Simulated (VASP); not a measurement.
Computed with r2SCAN meta-GGA, VASP's PBE PAW potentials (set 64) (plane waves; VASP).

VASP ran on this input.

POSCAR:
```
HfO2
1.0
  0.0000000000   2.5165974335   2.5165974335
  2.5165974335   0.0000000000   2.5165974335
  2.5165974335   2.5165974335   0.0000000000
Hf O
1 2
Cartesian
  2.5165974335   2.5165974335   5.0331948670
  1.2582987167   1.2582987167   1.2582987167
  3.7748961503   3.7748961503   3.7748961503
```

**KPOINTS**
```
Automatic mesh
0
Gamma
8 8 8
0 0 0
```

**INCAR**
```
SYSTEM=HfO2
PREC=Accurate; ENCUT=520; LREAL=.FALSE.
LASPH=.TRUE.
EDIFF=1E-6; NELM=100; ALGO=Normal
LMAXMIX=6; LMIXTAU=.TRUE.
ISMEAR=0; SIGMA=0.05
METAGGA=R2SCAN
IBRION=2; NSW=60; ISIF=3
EDIFFG=-0.01
LWAVE=.FALSE.; LCHARG=.FALSE.
```

POTCAR, in this order: Hf_pv O (PBE.64 set). Program: vasp_std.

Unless said otherwise, spin-orbit coupling is left out, though it shifts the bands of the heavy elements here.

### Question
What does the run give for the energy per atom (σ→0), band gap (on the k-mesh)?

### Answer

| Item | Result |
|---|---|
| energy per atom (σ→0) | -22.851 eV/atom |
| band gap (on the k-mesh) | 4.36 eV |

### OSZICAR
```
...
DAV:  13    -0.685520678660E+02   -0.65505E-02   -0.66140E-03   982   0.702E-01    0.398E-01
DAV:  14    -0.685514061017E+02    0.66176E-03   -0.82627E-04  1017   0.270E-01    0.339E-01
DAV:  15    -0.685523910642E+02   -0.98496E-03   -0.16748E-03  1045   0.319E-01    0.512E-02
DAV:  16    -0.685524154351E+02   -0.24371E-04   -0.59788E-05   989   0.770E-02    0.169E-02
DAV:  17    -0.685524237777E+02   -0.83426E-05   -0.11203E-05   982   0.327E-02    0.912E-03
DAV:  18    -0.685524262478E+02   -0.24701E-05   -0.10872E-06   736   0.140E-02    0.508E-03
DAV:  19    -0.685524258855E+02    0.36231E-06   -0.32624E-07   540   0.583E-03
   1 F= -.68552426E+02 E0= -.68552426E+02  d E =-.685524E+02
```

The compound is HfO2 in the fluorite structure, the high-temperature cubic form, which is unstable at 0 K; the monoclinic form is the stable one. It was relaxed first. The start is the result of an earlier pass.
